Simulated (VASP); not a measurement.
# Pressure and energy of antiferromagnetic CrO2 (P4_2/mnm) against volume, AM05 with plane waves

Anyone who needs the equilibrium volume and bulk modulus of a crystal must decide whether to take them from total energies or from the stress tensor. The two routes should agree, and for CrO2 the agreement can be checked on seven evenly scaled cells that span about 6 % in volume either way. Volume changes are counted from the minimum of the fitted energy curve, and energies from the lowest calculated point, per atom. A positive pressure means that the cell is compressed and pushes outwards. The chromium moments are antiparallel in every cell, so the results describe an antiferromagnetic state, whereas the real material is a ferromagnet.

## Computational details

A cell from a diffraction database, relaxed at this level and then scaled evenly, fractional positions kept. VASP 6.6.1, plane waves with PAW, AM05, cutoff 520 eV, k mesh 5×5×7, collinear spin, no spin-orbit coupling, static lattice. A Birch-Murnaghan fit to the energies has its minimum at 9.31 Å³ per atom.

Notes on method and selection:

- The pressure is that of a finite plane-wave basis, so it need not vanish exactly at the minimum of the energy.
- Only series whose fit has its minimum inside the range and an error under 0.5 meV per atom are shown.
- Where rows or columns differ in functional or spin-orbit coupling, non-spherical gradient terms in the PAW spheres (LASPH) may be on in some and off in others.
- Runs that did not converge, have known faults or may not be shown are not listed, and runs on Ansatz's PAW sets soft_1 and soft_2 are kept to separate tables.

Columns:

- volume change (%): volume relative to the fitted equilibrium volume.
- pressure (GPa): pressure from the stress tensor (positive: compressed).
- energy (meV/atom): energy per atom above the lowest point of the series.

Input lines of one member:

```
PREC = Accurate
ENCUT = 520
EDIFF = 1E-06
NELM = 100
ISMEAR = 0
SIGMA = 0.05
LREAL = .FALSE.
ALGO = Normal
GGA = AM
NBANDS = 33
ISPIN = 2
LMAXMIX = 4
LORBIT = 11
KPAR = 2
ISIF = 2
```

Command (options for logging and memory left out): `mpirun -np 2 vasp_std`

## The series

| member | volume change (%) | pressure (GPa) | energy (meV/atom) |
| --- | --- | --- | --- |
| 8.74 Å³ | −6.13 | 18.41 | 31.7 |
| 8.93 Å³ | −4.13 | 11.56 | 13.8 |
| 9.11 Å³ | −2.14 | 5.43 | 3.5 |
| 9.30 Å³ | −0.14 | −0.06 | 0.0 |
| 9.49 Å³ | 1.86 | −4.95 | 2.5 |
| 9.67 Å³ | 3.86 | −9.17 | 10.4 |
| 9.86 Å³ | 5.85 | −13.01 | 23.0 |

Least-squares fits to the whole series, with x = volume change (%); R² and errors in the fitted variable (y, or ln y where the fit is in ln y):

| y | members | fit | R² | rms residual | leave-one-out rms | the same for the mean of the others |
| --- | --- | --- | --- | --- | --- | --- |
| pressure (GPa) | 7 | y = −0.4172 − 2.591 x + 0.07707 x² | 1.00 | 0.056 | 0.15 | 12 |
| energy (meV/atom) | 7 | y = −0.1168 − 0.3947 x + 0.7632 x² | 1.00 | 0.66 | 1.8 | 13 |

## The trend and its physics

The pressure falls from 18.41 GPa in the smallest cell to −13.01 GPa in the largest, and it falls more slowly as the cell grows. Between the two smallest cells it drops by 3.43 GPa per per cent of volume, between the two largest by 1.93. The energy is lopsided in the same sense: 31.7 meV/atom at −6.13 %, but only 23.0 at +5.85 %. The usual explanation is that the repulsion between overlapping electron shells rises steeply as the Cr–O bonds shorten, while the attraction that holds the crystal together varies more gently.

A model with two parameters follows from two assumptions.

1. The pressure is the exact derivative of the energy, $P=-dE/dV$.
2. The bulk modulus $B=-V\,dP/dV$ grows linearly with pressure, $B=B_0+B'P$.

Let $u=V/V_0-1$, with $P=0$ at $u=0$. To second order the pressure is $P=-B_0u+cu^2$. Inserting this in the definition of $B$ gives, to first order,

$$B=-(1+u)\frac{dP}{du}=B_0+(B_0-2c)\,u .$$

The second assumption requires $B=B_0-B'B_0u$ to the same order. Hence $c=B_0(B'+1)/2$ and

$$P=-B_0u+\tfrac12B_0(B'+1)\,u^2 .$$

Integrating $-P$ over the volume gives the energy per atom, with $V_0$ the volume per atom:

$$E=V_0B_0\left[\frac{u^2}{2}-\frac{(B'+1)\,u^3}{6}\right].$$

The square term is the spring; the cubic term makes compression dearer than expansion. With $x=100u$ in per cent, the energy reads $E=ax^2-bx^3$. A parabola alone misses the energies by 0.66 meV/atom (rms), which is why the cubic term is kept.

## Testing the model

The two parameters are fixed on the energies of the outermost members, 8.74 Å³ and 9.86 Å³. Dividing each energy by $x^2$ gives

- 8.74 Å³: 31.7 / 6.13² = 0.8436 = $a$ + 6.13 $b$
- 9.86 Å³: 23.0 / 5.85² = 0.6721 = $a$ − 5.85 $b$

so that $b$ = (0.8436 − 0.6721) / 11.98 = 0.01432 and $a$ = 0.6721 + 5.85 × 0.01432 = 0.7559, for energies in meV/atom.

With 1 meV/Å³ = 0.1602 GPa, the derivative carries the factor 100 × 0.1602 / 9.31 = 1.721. The coefficients of the pressure are then 1.721 × 2 × 0.7559 = 2.602 and 1.721 × 3 × 0.01432 = 0.0739:

$$P=-2.602\,x+0.0739\,x^2\ \text{GPa}.$$

This means $B_0$ = 260 GPa and $B'$ = 200 × 0.0739 / 2.602 − 1 = 4.7.

Energies of three other members, in meV/atom:

- 8.93 Å³: 0.7559 × 4.13² + 0.01432 × 4.13³ = 13.9; table 13.8
- 9.49 Å³: 0.7559 × 1.86² − 0.01432 × 1.86³ = 2.5; table 2.5
- 9.67 Å³: 0.7559 × 3.86² − 0.01432 × 3.86³ = 10.4; table 10.4

Their pressures, in GPa, for which no pressure was used as input:

- 8.93 Å³: 2.602 × 4.13 + 0.0739 × 4.13² = 12.01; table 11.56
- 9.49 Å³: −2.602 × 1.86 + 0.0739 × 1.86² = −4.58; table −4.95
- 9.67 Å³: −2.602 × 3.86 + 0.0739 × 3.86² = −8.94; table −9.17

Over all five members not used in the fixing, the energy is missed by at most 0.1 meV/atom. For comparison, predicting each of the seven members by the mean of the others misses by 13 meV/atom (rms).

## Members off the line

Largest departures from the fit to the whole series:

| member | pressure (GPa) | fit | computed − fit | in rms residuals |
| --- | --- | --- | --- | --- |
| 9.67 Å³ | −9.17 | −9.27 | +0.10 | 1.8 |
| 9.86 Å³ | −13.01 | −12.94 | −0.07 | 1.3 |
| 9.11 Å³ | 5.43 | 5.48 | −0.05 | 0.9 |
| 8.74 Å³ | 18.41 | 18.36 | +0.05 | 0.9 |

All seven calculated pressures lie below those derived from the energies, by 0.23 to 0.48 GPa and by 0.37 on average. The assumption that most likely fails is the first. The stress is evaluated with a fixed set of plane waves; shrinking a cell with a fixed set raises its effective cutoff and lowers its energy, which appears as a spurious inward pull. The sign agrees with the departure, though no run at another cutoff tests the size. In volume the average offset amounts to 0.37 / 2.602 = 0.14 %, and the 9.30 Å³ cell, relaxed by its stress, does sit 0.14 % below the energy minimum. So exact a match is partly luck: repeat calculations on that cell with the same cutoff, k mesh and smearing, some with more bands, scatter in pressure by a sizeable part of the offset.

The offset is not quite constant. The next term of the expansion, $-B_0(B'+1)(B'+2)u^3/6$, reaches about 0.4 GPa at the ends of the range, and fixing the model there absorbs roughly half of it. What remains is large enough to matter, but it has the wrong sign for the largest cell. Part of the unevenness comes from comparing unlike quantities: the energies in the table are extrapolated to zero smearing width, while the stress tensor is the derivative of the electronic free energy at finite width. Using that free energy on both sides widens the gap at the expanded end and so evens it out somewhat. The variation still left is comparable to the scatter between repeats, so a basis error that changes from cell to cell is possible but not shown.

## Closing remarks

Within about 6 % of equilibrium, two parameters describe both columns, apart from a small offset in the pressure. Either route serves for the bulk modulus to within a few GPa: the slope of the quadratic fit to the pressures at x = 0 gives 100 × 2.591 = 259 GPa, against 260 GPa from the two-parameter model of the energies. Both come from truncated expansions, and the Birch-Murnaghan fit to the energies gives a value below either by more than the two differ, so their close agreement is no measure of the accuracy. For the equilibrium volume the energies are the safer source, though the cell relaxed by its stress is only 0.14 % smaller. Cell shape and atomic positions were held fixed; relaxing them would lower the outer energies and soften the curve.

Two omitted effects could shift the curve. Zero-point motion adds very roughly 60 meV/atom, more than the whole range of 31.7; most of it is constant, but its change with volume adds a pressure of γE/V, with E the zero-point energy and V the volume per atom. For a Grüneisen parameter γ between 1 and 2 this is some 1 to 2 GPa, which favours a larger cell. Ferromagnetic order, which the real material adopts, should lie lower in energy and may have a somewhat different equilibrium volume.

[Logs are printed without paths, hosts, clocks, repeated set-up lines and the standing remarks that a program may print on its own settings, such as how far it seeks lower states.]
